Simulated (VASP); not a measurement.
```xyz
4
Lattice="3.1889 0.0000 0.0000 -1.5945 2.7617 0.0000 0.0000 0.0000 5.1924" Properties=species:S:1:pos:R:3 pbc="T T T"
Ga     1.6253     0.9495     2.6008
Ga    -0.0292     1.8687     5.2308
N      1.6197     0.9279     4.5413
N     -0.0268     1.7773     1.9060
```

The numbers are results of LDA (Ceperley-Alder, Perdew-Zunger), VASP's LDA PAW potentials (set 64) (plane waves; VASP), not measurements. Run with 400 eV cut-off, 10×10×5 Γ-centred mesh shifted by (0.5, 0.5, 0.5), Gaussian smearing of 0.010 eV, potentials Ga_d N.

At this cut-off the stress carries a Pulay error, which pulls relaxed volumes low.

Q: Predict the energy per atom (σ→0), pressure.

A: 
```json
{
 "energy per atom (σ→0)": "-6.938 eV/atom",
 "pressure": "-7.75 GPa"
}
```

Only differences to runs with the same potentials and settings are physical.

The structure comes from a computed database's GaN entry; how it stands against other phases isn't given here. The cell was not relaxed at this level, atoms are displaced from their ideal sites.
